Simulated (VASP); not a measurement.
Calculation: HSE06 screened hybrid, VASP's PBE PAW potentials (set 64) (plane waves; VASP).

A VASP calculation is set up with these files.

**POSCAR**
```
ZrS2
3.6867620
  0.4999999937  -0.8660253989   0.0000000000
  0.4999999937   0.8660253989   0.0000000000
  0.0000000000   0.0000000000   1.7501284687
Zr S
1 2
Cartesian
  0.0000000000   0.0000000000   0.0000000000
  0.4999999937   0.2886757103   0.3928135964
  0.4999999937  -0.2886757103   1.3573148724
```

### KPOINTS
```
Regular mesh
0
Gamma
6 6 4
0 0 0
```

**KPOINTS_OPT**
```
named points and PBE's band edges
8
Reciprocal
  0.000000   0.000000   0.000000 1 ! GAMMA
  0.000000   0.000000   0.500000 1 ! A
  0.333330   0.333330   0.000000 1 ! K
  0.333330   0.333330   0.500000 1 ! H
  0.500000   0.000000   0.000000 1 ! M
  0.500000   0.000000   0.500000 1 ! L
  0.055560   0.000000   0.000000 1 ! near an edge
  0.444440   0.000000   0.500000 1 ! near an edge
```

### INCAR
```
SYSTEM=ZrS2
PREC=Accurate; ENCUT=520; LREAL=.FALSE.
LASPH=.TRUE.; ISYM=3
EDIFF=1E-6; NELM=60; ALGO=Normal
LMAXMIX=4
ISMEAR=0; SIGMA=0.05
GGA=PE; LHFCALC=.TRUE.; AEXX=0.25
HFSCREEN=0.2; PRECFOCK=Fast
ISIF=2
LWAVE=.FALSE.; LCHARG=.FALSE.
```

POTCAR, in this order: Zr_sv S (PBE.64 set). Program: vasp_std. Read from the step before: WAVECAR.

Without a dispersion term in the relaxation, distances and binding between the weakly bound layers, chains or molecules are unreliable, and so is what depends on them.

Q: Predict the energy per atom (σ→0), pressure, largest force, band gap (over the mesh, the named points and PBE's band edges).

A: 
| Item | Value |
|---|---|
| energy per atom (σ→0) | -820.6 kJ/mol of atoms |
| band gap (over the mesh, the named points and PBE's band edges) | 1.94 eV |
| pressure | -1.27 GPa |
| largest force | 0.235 eV/Å |

**OSZICAR**
```
...
DAV:   4    -0.255158251724E+02   -0.47886E-03   -0.36446E-03  1072   0.374E-01    0.514E-01
DAV:   5    -0.255153831777E+02    0.44199E-03   -0.12881E-03   904   0.207E-01    0.245E-01
DAV:   6    -0.255153984624E+02   -0.15285E-04   -0.40238E-04   888   0.110E-01    0.114E-01
DAV:   7    -0.255153889134E+02    0.95490E-05   -0.25259E-05  1104   0.375E-02    0.680E-02
DAV:   8    -0.255153859015E+02    0.30119E-05   -0.17206E-05   976   0.244E-02    0.404E-02
DAV:   9    -0.255153866163E+02   -0.71483E-06   -0.26436E-06   728   0.123E-02
   1 F= -.25515387E+02 E0= -.25515387E+02  d E =-.130089E-15
       N       E                     dE             ncg
```

The compound is ZrS2 in the 1T layered structure. It was relaxed first, which changed the volume by +12 %.
